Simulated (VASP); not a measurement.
Given:

```
Eu
1.0
   -2.18355     2.18355     2.18355
    2.18355    -2.18355     2.18355
    2.18355     2.18355    -2.18355
Eu
1
Cartesian
  0.00000   0.00000   0.00000
```

Method: PBE GGA with D4 dispersion, VASP's PBE PAW potentials (set 64) (plane waves; VASP 6.6.1). Settings: 520 eV cut-off, Gaussian smearing of 0.050 eV, potentials Eu_2.

The 4f electrons are frozen in the core of the lanthanide potential, so 4f levels, which can set the real gap, and their magnetism are missing.

Task: Give the energies of bands 4 to 7 at the high-symmetry points, in eV from the Fermi level.

Result: 
| band | Γ | H | N | P |
|---|---|---|---|---|
| 4 | -3.87 | -0.56 | -1.17 | 0.69 |
| 5 | 2.63 | -0.56 | 1.11 | 0.69 |
| 6 | 2.63 | 5.55 | 1.39 | 0.69 |
| 7 | 2.63 | 5.55 | 4.34 | 4.70 |

It has no gap at this level: it comes out as a metal or semimetal.

The compound is Eu in the bcc structure. It was relaxed first, which changed the volume by -13 %.
